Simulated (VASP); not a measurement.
Data:

```xyz
2
Lattice="4.6119 0.0000 0.0000 0.0000 4.6119 0.0000 0.0000 0.0000 4.6119" Properties=species:S:1:pos:R:3 pbc="T T T"
Cs     0.0000     0.0000     0.0000
I      2.3060     2.3060     2.3060
```

All values below come from r2SCAN meta-GGA, VASP's PBE PAW potentials (set 64) (plane waves; VASP). Run with 400 eV cut-off, 5×5×5 Γ-centred mesh, Gaussian smearing of 0.050 eV, potentials Cs_sv I.

Q: What does the run give for the energy per atom (σ→0)?

A: 
```json
{
  "energy per atom (σ→0)": "-26.561 eV/atom"
}
```

Total energies compare only between runs with the same potentials, cut-off and functional.

The compound is CsI in the CsCl type structure. It was relaxed first. The start is the result of an earlier pass.
